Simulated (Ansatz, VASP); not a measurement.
# Cross-check of NbTeS (2H-NbSTe bilayer, 2H (AA')) between VASP and Ansatz, part 2 of 2

One calculation is typed for both programs; each brings its own data sets. How far apart do they land? The structure shown is the start of the Ansatz relaxation below; VASP solves that cell, so the two are compared at the walk's first step.

VASP 6.6.1 and Ansatz 0.2.0.

So far: The structure; Ansatz: relaxation, LDA.

### Step 3. VASP: single point, LDA, start cell

Level of this step: LDA, zero-moment start; plane waves and PAW (Te, Nb_sv, S) (VASP).

The same cell, functional (in two slightly different forms), mesh and smearing now go to VASP, with its own data sets.

Lines of VASP's logs that name or quote its potential files are left out, and so is its time.

Contents of INCAR:

```
SYSTEM = NbTeS
PREC = Accurate
ENCUT = 400
EDIFF = 1E-06
NELM = 200
ISMEAR = -1
SIGMA = 0.05
LREAL = .FALSE.
ALGO = Normal
GGA = PW92
NBANDS = 34
ISPIN = 2
MAGMOM = -0 -0 -0 -0 -0 -0
LASPH = .TRUE.
LMAXMIX = 4
LORBIT = 11
LWAVE = .FALSE.
LCHARG = .FALSE.
ISIF = 2
LDIPOL = .TRUE.
IDIPOL = 3
DIPOL = 0.5 0.5 0.502
LVHAR = .TRUE.
GGA_COMPAT = .FALSE.
NELMDL = -8
KPAR = 2
```

Contents of POSCAR:

```
NbTeS
1.0
    3.6204320000      0.0000000000      0.0000000000
   -1.8102160000      3.1353860000      0.0000000000
    0.0000000000      0.0000000000     51.0079890000
Te Nb S
2 2 2
Direct
    0.3333332802      0.6666665604      0.4018978282
    0.9999999469      0.9999998937      0.5308775063
    0.9999999469      0.9999998937      0.4406250754
    0.3333332802      0.6666665604      0.5696047535
    0.3333332802      0.6666665604      0.4691224741
    0.9999999469      0.9999998937      0.5981021718
```

Contents of KPOINTS:

```
Automatic mesh
0
Gamma
12 12 1
0 0 0
```

The projector-augmented-wave data sets are Te, Nb_sv and S (LDA family, release 64).

Run with:

```console
$ mpirun -np 2 vasp_std
```

Numbers of over 12 decimals in the logs are rounded to 6 here.

What it wrote:

```text
[banner, memory and clock lines left out]
running    2 mpi-ranks, on    1 nodes
 distrk:  each k-point on    1 cores,    2 groups
 distr:  one band on    1 cores,    1 groups

 POSCAR found type information on POSCAR TeNbS
 POSCAR found :  3 types and       6 ions
|                                                                             |
|               ----> ADVICE to this user running VASP <----                  |
|                                                                             |
|     You enforced a specific xc type in the INCAR file but a different       |
|     [... a line on the potential file left out ...]
|     I HOPE YOU KNOW WHAT YOU ARE DOING!                                     |
|                                                                             |

 LDA part: xc-table for (Slater(with rela. corr.)+PW92), standard interpolation
|                                                                             |
|           W    W    AA    RRRRR   N    N  II  N    N   GGGG   !!!           |
|           W    W   A  A   R    R  NN   N  II  NN   N  G    G  !!!           |
|           W    W  A    A  R    R  N N  N  II  N N  N  G       !!!           |
|           W WW W  AAAAAA  RRRRR   N  N N  II  N  N N  G  GGG   !            |
|           WW  WW  A    A  R   R   N   NN  II  N   NN  G    G                |
|           W    W  A    A  R    R  N    N  II  N    N   GGGG   !!!           |
|                                                                             |
|     One of the lattice vectors is very long (>50 A), but AMIN is rather     |
|     large. This can spoil convergence since charge sloshing might occur     |
|     along the long lattice vector. If problems with convergence are         |
|     observed, try to decrease AMIN to a smaller value (e.g. 0.01).          |
|     Note: This warning only applies if the self-consistency cycle is        |
|     used.                                                                   |
|                                                                             |

 POSCAR, INCAR and KPOINTS ok, starting setup
 FFT: planning ... GRIDC
 FFT: planning ... GRID_SOFT
 FFT: planning ... GRID
 WAVECAR not read
 entering main loop
       N       E                     dE             d eps       ncg     rms          rms(c)
DAV:   1     0.371602685030E+03    0.37160E+03   -0.18968E+04  3304   0.902E+02
DAV:   2     0.701585693838E+01   -0.36459E+03   -0.35239E+03  3714   0.290E+02
DAV:   3    -0.423775637234E+02   -0.49393E+02   -0.48719E+02  4072   0.947E+01
DAV:   4    -0.461921732005E+02   -0.38146E+01   -0.37730E+01  4520   0.301E+01
DAV:   5    -0.463197615199E+02   -0.12759E+00   -0.12676E+00  4264   0.423E+00
DAV:   6    -0.463259671183E+02   -0.62056E-02   -0.61765E-02  4520   0.109E+00
DAV:   7    -0.463261768303E+02   -0.20971E-03   -0.20893E-03  3976   0.158E-01
DAV:   8    -0.463261885468E+02   -0.11717E-04   -0.11687E-04  4896   0.402E-02    0.140E+01
DAV:   9    -0.441904255417E+02    0.21358E+01   -0.10904E+01  4416   0.208E+01    0.926E+00
DAV:  10    -0.501459291011E+02   -0.59555E+01   -0.54388E+01  4032   0.196E+01    0.133E+01
DAV:  11    -0.466092644296E+02    0.35367E+01   -0.89220E+01  3952   0.235E+01    0.697E+00
DAV:  12    -0.445472396578E+02    0.20620E+01   -0.36081E+00  3330   0.690E+00    0.411E+00
DAV:  13    -0.434872398419E+02    0.10600E+01   -0.64854E-01  4188   0.531E+00    0.180E+00
DAV:  14    -0.433794949507E+02    0.10774E+00   -0.31149E-01  3748   0.271E+00    0.135E+00
[...]
DAV:  39    -0.433578036898E+02   -0.35024E-05   -0.67501E-07  1468   0.731E-03    0.102E-02
DAV:  40    -0.433578101456E+02   -0.64558E-05   -0.35104E-06  2018   0.520E-03    0.132E-02
DAV:  41    -0.433578131218E+02   -0.29762E-05   -0.60573E-07  1486   0.441E-03    0.113E-02
DAV:  42    -0.433578153478E+02   -0.22259E-05   -0.35078E-07  1374   0.386E-03    0.914E-03
DAV:  43    -0.433578176882E+02   -0.23404E-05   -0.39833E-07  1480   0.371E-03    0.605E-03
DAV:  44    -0.433578191790E+02   -0.14908E-05   -0.21768E-07  1332   0.356E-03    0.363E-03
DAV:  45    -0.433578205098E+02   -0.13308E-05   -0.19629E-07  1390   0.284E-03    0.262E-03
DAV:  46    -0.433578209337E+02   -0.42392E-06   -0.63381E-08  1292   0.209E-03
   1 F= -.43357821E+02 E0= -.43324287E+02  d E =-.670681E-01  mag=    -0.0001
```

Parts of OUTCAR (step 3):

```text
ion  position               nearest neighbor table
   1  0.333  0.667  0.402-   3 2.88   3 2.88   3 2.88
   2  1.000  1.000  0.531-   4 2.88   4 2.88   4 2.88
   3  1.000  1.000  0.441-   5 2.55   5 2.55   5 2.55   1 2.88   1 2.88   1 2.88
   4  0.333  0.667  0.570-   6 2.55   6 2.55   6 2.55   2 2.88   2 2.88   2 2.88
   5  0.333  0.667  0.469-   3 2.55   3 2.55   3 2.55
   6  1.000  1.000  0.598-   4 2.55   4 2.55   4 2.55

  LATTYP: Found a hexagonal cell.
 ALAT       =     3.6204320000
 C/A-ratio  =    14.0889233661

 Subroutine GETGRP returns: Found  6 space group operations
 (whereof  6 operations were pure point group operations)

The static configuration has the point symmetry C_3v.

 Found     19 irreducible k-points:

   k-points           NKPTS =     19   k-points in BZ     NKDIM =     19   number of bands    NBANDS=     34

   dimension x,y,z NGX =    24 NGY =   24 NGZ =  336
   dimension x,y,z NGXF=    48 NGYF=   48 NGZF=  672

   ENCUT  =  400.0 eV  29.40 Ry    5.42 a.u.   5.90  5.90 83.18*2*pi/ulx,y,z

   NELECT =      50.0000    total number of electrons

 k-points in reciprocal lattice and weights: Automatic mesh
   0.00000000  0.00000000  0.00000000       0.007
   0.08333333 -0.00000000  0.00000000       0.042
   0.16666667 -0.00000000  0.00000000       0.042
   0.25000000 -0.00000000  0.00000000       0.042
   0.33333333  0.00000000  0.00000000       0.042
   0.41666667 -0.00000000  0.00000000       0.042
   0.50000000 -0.00000000  0.00000000       0.021
   0.08333333  0.08333333  0.00000000       0.042
   0.16666667  0.08333333  0.00000000       0.083
[...]
0.33333333  0.25000000  0.00000000       0.083
   0.33333333  0.33333333  0.00000000       0.014

 dipolmoment           0.000000      0.000000      0.039915 electrons x Angstroem

 average (electrostatic) potential at core
       1 -97.2101       2 -97.2102       3 -91.4429       4 -91.4577       5 -94.3883
       6 -94.3267

 E-fermi :  -2.5806

 spin component 1
 k-point     1 :       0.0000    0.0000    0.0000
  band No.  band energies     occupation
    ...
     20      -3.7124      1.00000
     21      -3.0978      0.99997
     22      -3.0978      0.99997
     23      -3.0644      0.99994
     24      -3.0644      0.99994
     25      -1.7803      0.00000
     26      -1.5310      0.00000
     27      -0.0744      0.00000
     28      -0.0744      0.00000
     29      -0.0230      0.00000
    ...

 k-point     2 :       0.0833   -0.0000    0.0000
  band No.  band energies     occupation
    ...
     20      -3.7416      1.00000
     21      -3.2556      1.00000
     22      -3.2082      1.00000
     23      -3.1728      0.99999
     24      -3.1393      0.99999
     25      -1.8609      0.00000
     26      -1.7288      0.00000
     27      -0.1489      0.00000
     28      -0.1132      0.00000
     29      -0.0193      0.00000
    ...

 k-point     3 :       0.1667   -0.0000    0.0000
  band No.  band energies     occupation
    ...
     20      -4.1102      1.00000
     21      -3.6504      1.00000
     22      -3.4294      1.00000
     23      -3.3059      1.00000
     24      -3.2791      1.00000
     25      -2.1937      0.00044
     26      -2.1419      0.00015
     27      -0.5978      0.00000
     28      -0.4879      0.00000
     29      -0.1702      0.00000
    ...

 k-point     4 :       0.2500   -0.0000    0.0000
  band No.  band energies     occupation
    ...
     21      -3.9654      1.00000
     22      -3.5965      1.00000
     23      -3.3554      1.00000
     24      -3.3417      1.00000
     25      -2.6425      0.77547
     26      -2.5401      0.30799
     27      -0.8190      0.00000
     28      -0.6314      0.00000
     29      -0.4260      0.00000
     30      -0.2832      0.00000
    ...

 k-point     5 :       0.3333    0.0000    0.0000
  band No.  band energies     occupation
    ...
     22      -3.7694      1.00000
     23      -3.3226      1.00000
     24      -3.2738      1.00000
     25      -2.8759      0.99729
     26      -2.7944      0.98629
     27      -0.7414      0.00000
     28      -0.5770      0.00000
     29      -0.5551      0.00000
     30      -0.4745      0.00000
     31       0.3945      0.00000
    ...

 k-point     6 :       0.4167   -0.0000    0.0000
  band No.  band energies     occupation
    ...
     22      -3.8624      1.00000
     23      -3.2699      1.00000
     24      -3.1796      0.99999
     25      -2.8889      0.99791
     26      -2.7946      0.98637
     27      -0.6011      0.00000
     28      -0.5604      0.00000
     29      -0.5473      0.00000
     30      -0.4240      0.00000
     31       0.4480      0.00000
    ...

  Total      -10.3475029    -10.3475023     -8.6874337      0.0000000      0.0000000      0.0000000
  in kB      -28.6323191    -28.6323176    -24.0387828      0.0000000      0.0000000      0.0000000
  external PRESSURE =     -27.1011399 kB  Pullay stress =       0.0000000 kB

  energy-cutoff  :      400.00
  volume of cell :      579.01
      direct lattice vectors                 reciprocal lattice vectors
     3.620432000  0.000000000  0.000000000     0.276210132  0.159469998  0.000000000
    -1.810216000  3.135386000  0.000000000     0.000000000  0.318939997  0.000000000
     0.000000000  0.000000000 51.007989000     0.000000000  0.000000000  0.019604772

 POSITION                                       TOTAL-FORCE (eV/Angst)
 -----------------------------------------------------------------------------------
      0.00000      2.09026     20.50000        -0.000000      0.000000      1.127874
      1.81022      3.13539     27.07899        -0.000000     -0.000000      0.958673
      1.81022      3.13539     22.47540        -0.000000      0.000000      0.201978
      0.00000      2.09026     29.05439         0.000000     -0.000000      0.437105
      0.00000      2.09026     23.92899        -0.000000      0.000000     -1.262518
      1.81022      3.13539     30.50799         0.000000      0.000000     -1.463112
 -----------------------------------------------------------------------------------
    total drift:                               -0.000001      0.001820     -0.000438

  FREE ENERGIE OF THE ION-ELECTRON SYSTEM (eV)
  ---------------------------------------------------
  free  energy   TOTEN  =       -43.3578209337 eV

  energy  without entropy=      -43.2907528449  energy(sigma->0) =      -43.32428689

 vacuum level on the upper side and lower side of the slab         3.331         2.695

 total charge
# of ion       s       p       d       tot
------------------------------------------
    1        1.392   1.969   0.044   3.405
    2        1.397   1.951   0.047   3.395
    3        2.144   5.998   2.365  10.507
    4        2.146   5.999   2.361  10.505
    5        1.347   2.317   0.000   3.664
    6        1.348   2.316   0.000   3.664
--------------------------------------------------
tot          9.774  20.550   4.816  35.141

 magnetization (x)
# of ion       s       p       d       tot
------------------------------------------
    1       -0.000   0.000   0.000   0.000
    2       -0.000  -0.000  -0.000  -0.000
    3        0.000   0.000   0.000   0.000
    4       -0.000  -0.000  -0.000  -0.000
    5        0.000   0.000   0.000   0.000
    6       -0.000  -0.000   0.000  -0.000
--------------------------------------------------
tot         -0.000  -0.000  -0.000  -0.000

[... 6 further parts left out ...]
```

### Step 4. Comparison

Known differences besides the potentials themselves: Ansatz cuts the interaction across the vacuum, VASP repeats the sheet with a dipole correction; the data sets hold 70 valence electrons in Ansatz (on its default PAW (the set named soft_2) files) and 50 in VASP; the cutoff is 420 eV in Ansatz and 400 eV in VASP; VASP's log shows a relativistic correction to its local exchange, Ansatz's none. Total energies have different zeros and are not compared.

Forces (eV/Å; atoms numbered as in POSCAR):

| atom | Ansatz x, y, z | VASP x, y, z |
| --- | --- | --- |
| Te1 | 0.000, 0.000, 1.143 | 0.000, 0.000, 1.128 |
| Te2 | 0.000, 0.000, 0.970 | 0.000, 0.000, 0.959 |
| Nb3 | 0.000, 0.000, 0.178 | 0.000, 0.000, 0.202 |
| Nb4 | 0.000, 0.000, 0.416 | 0.000, 0.000, 0.437 |
| S5 | 0.000, 0.000, -1.252 | 0.000, 0.000, -1.263 |
| S6 | 0.000, 0.000, -1.454 | 0.000, 0.000, -1.463 |

The forces differ by 9.3 meV/Å r.m.s., which is 1.6 % of the r.m.s. force of 0.585 eV/Å (both taken over all components). Moments aren't recorded for both runs of this pair, so they may hold unlike magnetic states. With vacuum in the cell, a pressure given here is an average over mostly empty space and none of the material.

### Step 5. Results

```
r.m.s. force difference (single point, LDA, start cell) : 1.6 % of the r.m.s. force
```

What this shows: The r.m.s. force difference is 1.6 % of the r.m.s. force (single point, LDA, start cell), within the 3 % picked in this series as the mark of a large difference. The data sets hold unlike numbers of valence electrons (70 in Ansatz and 50 in VASP), so part of the differences comes from the potentials. Such differences can come from data sets, numerical settings and the points named under the comparisons, not from the functional's error against experiment.

[Lines on the potential files, build, host, timing and source positions are cut from VASP's logs without a mark.]

[Logs are printed without paths, hosts, clocks, repeated set-up lines and the standing remarks that a program may print on its own settings, such as how far it seeks lower states.]

[Hosts, paths, dates, database ids (printed as entryN), source tags and the programs' standing remarks are cut or masked in the printed files.]
